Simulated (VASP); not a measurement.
Given:

```
CELL_PARAMETERS angstrom
      0.00000     2.67891     2.67891
      2.67891     0.00000     2.67891
      2.67891     2.67891     0.00000
ATOMIC_POSITIONS crystal
  B  0.00000 0.00000 0.00000
  Bi 0.25000 0.25000 0.25000
```

The numbers are results of PBEsol GGA, VASP's PBE PAW potentials (set 64) (plane waves; VASP), not measurements. Run with 620 eV cut-off, 9×9×9 Γ-centred mesh, Gaussian smearing of 0.050 eV, potentials B Bi_d.

Energy and stress use the plane-wave basis of the starting cell.

The ions, cell shape and volume at an external pressure of 10.0 GPa are relaxed. Predict the relaxed structure.

```
CELL_PARAMETERS angstrom
      0.00000     2.64019     2.64019
      2.64019     0.00000     2.64019
      2.64019     2.64019     0.00000
ATOMIC_POSITIONS crystal
  B  0.00000 0.00000 0.00000
  Bi 0.25000 0.25000 0.25000
```
Space group F-43m (216), at a tolerance of 0.03 Å.

How do energy and volume change from the first to the last step?

The energy (σ→0) changes by +37.9 meV/atom and the volume by -4.3 %, in 3 ionic steps.

```
step  E(σ→0) (eV)  max force (eV/Å)  pressure (GPa)  volume (Å³)
----  -----------  ----------------  --------------  -----------
1         -9.7333             0.000            4.99        38.45
2         -9.5286             0.000           16.02        35.20
3         -9.6576             0.000            9.97        36.81
```

The structure was generated: BBi was put into the zinc blende type (F-43m), which need not be its known phase. This run relaxes it under an external pressure of 10 GPa. Symmetry was kept, so distortions that lower it aren't found.
